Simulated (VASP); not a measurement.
OSZICAR of a VASP run on BAs (zinc blende):

**OSZICAR**
```
       N       E                     dE             d eps       ncg     rms          rms(c)
DAV:   1     0.157310030282E+02    0.15731E+02   -0.44619E+03   752   0.103E+03
DAV:   2    -0.124391000061E+02   -0.28170E+02   -0.27144E+02  1120   0.116E+02
DAV:   3    -0.128622690715E+02   -0.42317E+00   -0.42317E+00   832   0.185E+01
DAV:   4    -0.128631850533E+02   -0.91598E-03   -0.91598E-03  1184   0.813E-01
DAV:   5    -0.128631852065E+02   -0.15313E-06   -0.15309E-06   824   0.911E-03    0.508E+00
DAV:   6    -0.122776967033E+02    0.58549E+00   -0.16982E+00   768   0.675E+00    0.255E+00
DAV:   7    -0.122009376028E+02    0.76759E-01   -0.22991E-01  1056   0.283E+00    0.926E-01
DAV:   8    -0.121911893434E+02    0.97483E-02   -0.21219E-02   824   0.974E-01    0.116E-01
DAV:   9    -0.121913188529E+02   -0.12951E-03   -0.49302E-04   976   0.190E-01    0.639E-02
DAV:  10    -0.121913809567E+02   -0.62104E-04   -0.13324E-04   792   0.791E-02    0.144E-02
DAV:  11    -0.121913833836E+02   -0.24269E-05   -0.36550E-06  1152   0.172E-02    0.132E-02
DAV:  12    -0.121913829952E+02    0.38837E-06   -0.11379E-06   424   0.672E-03
   1 F= -.11368249E+02 E0= -.11368249E+02  d E =-.113682E+02
```

**Question.** Which electronic solver shows in the log?

**Answer.** It is blocked Davidson (ALGO = Normal, or the opening steps of other solvers). The INCAR had ALGO = Normal.

**Question.** Can the final energy be trusted as converged?

**Answer.** Self-consistency was reached. It stopped with EDIFF = 1E-6, NELM = 100, NSW = 40 and EDIFFG = -0.02 after 1 ionic step (PBEsol GGA, plane waves, VASP's PBE PAW potentials (set 64)).

The compound is BAs in the zinc blende structure. It was relaxed first under an external pressure of 5 GPa.
